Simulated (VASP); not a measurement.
Consider the following.

```
Al3Sc
1.0
    4.03264     0.00000     0.00000
    0.00000     4.03264     0.00000
    0.00000     0.00000     4.03264
Sc Al
1 3
Direct
  0.00000   0.00000   0.00000
  0.00000   0.50000   0.50000
  0.50000   0.00000   0.50000
  0.50000   0.50000   0.00000
```

Level of theory: LDA (Ceperley-Alder, Perdew-Zunger), VASP's LDA PAW potentials (set 64) (plane waves; VASP). Numerical set-up: 520 eV cut-off, 9×9×9 Γ-centred mesh, tetrahedra with Blöchl corrections, potentials Sc_sv Al.

What does the run give for the energy per atom (σ→0), band gap (on the k-mesh) with the smallest direct gap where there is one?

band gap (on the k-mesh): none (metal, semimetal or under 0.01 eV)
energy per atom (σ→0): -5.323 eV/atom

The absolute energy has meaning only against runs of the same code, potentials and settings.

The compound is Al3Sc in the L1_2 structure. It was relaxed first.
